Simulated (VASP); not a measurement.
All values below come from PBE GGA, VASP's PBE PAW potentials (set 64) (plane waves; VASP).

VASP ran on this input.

**INCAR**
```
SYSTEM = Tc
PREC = Accurate; ENCUT = 400; LREAL = F
LASPH = T
EDIFF = 1E-6; NELM = 100; ALGO = Normal
LMAXMIX = 4
ISMEAR = -1; SIGMA = 0.01
GGA = PE
ISIF = 2
LWAVE = F; LCHARG = F
```

### POSCAR
```
Tc
1
    1.3904340000    -2.3702270000     0.0000000000
    1.3904340000     2.3702270000     0.0000000000
    0.0000000000     0.0000000000     4.5128720000
Tc
2
Direct
  0.3333330000   0.6666670000   0.2500000000
  0.6933270000   0.3599930000   0.7500000000
```

KPOINTS:
```
Automatic mesh
0
Gamma
14 14 7
0 0 0
```

POTCAR, in this order: Tc_pv (PBE.64 set). Program: vasp_std.

Output of the run:

### OSZICAR
```
       N       E                     dE             d eps       ncg     rms          rms(c)
DAV:   1     0.274434210589E+03    0.27443E+03   -0.14713E+04 13920   0.131E+03
DAV:   2    -0.152924147087E+02   -0.28973E+03   -0.28695E+03 15210   0.411E+02
DAV:   3    -0.220922427428E+02   -0.67998E+01   -0.66490E+01 16055   0.736E+01
DAV:   4    -0.221633165891E+02   -0.71074E-01   -0.70519E-01 15426   0.708E+00
DAV:   5    -0.221639683711E+02   -0.65178E-03   -0.65162E-03 15121   0.650E-01    0.221E+01
DAV:   6    -0.208088434064E+02    0.13551E+01   -0.34980E+00 14299   0.181E+01    0.634E+00
DAV:   7    -0.206688839769E+02    0.13996E+00   -0.55995E-01 15588   0.647E+00    0.831E-01
DAV:   8    -0.206594462880E+02    0.94377E-02   -0.89945E-03 14271   0.990E-01    0.178E-01
DAV:   9    -0.206594877552E+02   -0.41467E-04   -0.37402E-04 16148   0.167E-01    0.207E-02
DAV:  10    -0.206594879593E+02   -0.20416E-06   -0.19290E-05 14552   0.383E-02    0.122E-02
DAV:  11    -0.206594870321E+02    0.92727E-06   -0.25191E-06 10463   0.161E-02
   1 F= -.20659487E+02 E0= -.20659266E+02  d E =-.441841E-03
```

**OUTCAR**
```
------------------------ aborting loop because EDIFF is reached ----------------------------------------
  FORCE on cell =-STRESS in cart. coord.  units (eV):
  Direction    XX          YY          ZZ          XY          YZ          ZX
  --------------------------------------------------------------------------------------
  Total       -1.7254616     -0.9356604     -2.8098177     -0.2514539      0.0000000      0.0000000
  in kB      -92.9378352    -50.3970931   -151.3440671    -13.5439577      0.0000000      0.0000000
  external PRESSURE =     -98.2263318 kB  Pullay stress =       0.0000000 kB
  volume of cell :       29.75
      direct lattice vectors                 reciprocal lattice vectors
     1.390434000 -2.370227000  0.000000000     0.359599952 -0.210950259  0.000000000
     1.390434000  2.370227000  0.000000000     0.359599952  0.210950259  0.000000000
     0.000000000  0.000000000  4.512872000     0.000000000  0.000000000  0.221588381
 POSITION                                       TOTAL-FORCE (eV/Angst)
 -----------------------------------------------------------------------------------
      1.39043      0.79008      1.12822         0.196518      0.079733      0.000000
      1.46457     -0.79008      3.38465        -0.196518     -0.079733      0.000000
 -----------------------------------------------------------------------------------
    total drift:                                0.000005      0.000000      0.000000
  FREE ENERGIE OF THE ION-ELECTRON SYSTEM (eV)
  ---------------------------------------------------
  free  energy   TOTEN  =       -20.6594870321 eV

  energy  without entropy=      -20.6590451906  energy(sigma->0) =      -20.65926611
```
(Selected blocks of OUTCAR.)

The compound is Tc in the hcp structure. The cell was not relaxed at this level, atoms are displaced from their ideal sites. The run is one of a series of settings (ISMEAR = -1, SIGMA = 0.01 against the base run), some of them coarse on purpose.
